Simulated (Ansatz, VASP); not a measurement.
Two plane-wave programs on NbRu

Contents of INCAR:

```
SYSTEM = NbRu
  PREC = Accurate
  ENCUT = 600
  EDIFF = 1E-7
  ISMEAR = -1
  SIGMA = 0.05
  LREAL = .False.
  LASPH = .True.
  NELM = 100
  ALGO = Normal
  ISIF = 3
  LWAVE = .False.
  LCHARG = .False.
  GGA = CA
  IBRION = 2
  NSW = 70
  EDIFFG = -0.005
```

KPOINTS

```
regular mesh
0
Gamma
  14 14 12
  0 0 0
```

POSCAR

```
NbRu
1.0
    3.0000000000      0.0000000000      0.0000000000
    0.0000000000      3.0000000000      0.0000000000
    0.0000000000      0.0000000000      3.3800000000
Nb Ru
1 1
Direct
    0.0000000000      0.0000000000      0.0000000000
    0.5000000000      0.5000000000      0.5000000000
```

Input for Ansatz:

```yaml
crystal:
  lattice:
    - [3.0, 0.0, 0.0]
    - [0.0, 3.0, 0.0]
    - [0.0, 0.0, 3.38]
  atoms:
    - { symbol: Nb, position: [0.0, 0.0, 0.0] }
    - { symbol: Ru, position: [0.5, 0.5, 0.5] }
kpoints:
  mp_grid: { grid: [14, 14, 12] }
scf:
  occupations: { method: fermi_dirac, width: 0.05 }
hamiltonian:
  xc: lda
  pseudopotentials: { kind: paw }
output:
  forces: true
  stress: true
relax:
  f_tol: 0.005
  max_steps: 50
  cell: {}
```

Alike in both runs: task relaxation of cell and atoms; functional LDA; k mesh 14 × 14 × 12; occupations fermi-dirac, width 0.05 eV; no spin polarisation.

|  | VASP | Ansatz |
| --- | --- | --- |
| version | VASP 6.6.1 | Ansatz 0.2.0 |
| potentials or method | VASP PAW LDA potentials, release 64 (Nb_sv, Ru_pv) | PAW with Ansatz's default frozen-core files, scalar-relativistic |
| plane-wave cutoff (eV) | 600 | 420 |
| valence electrons in the cell | 27 | 29 |

|  | VASP | Ansatz | Ansatz less VASP |
| --- | --- | --- | --- |
| relaxed volume (Å³/atom) | 15.20 | 15.19 | -0.017 |
| relaxed cell length with the largest relative difference (Å) | 3.006 | 3.004 | -0.0017 |

The two sets of potentials don't hold the same shells in valence.
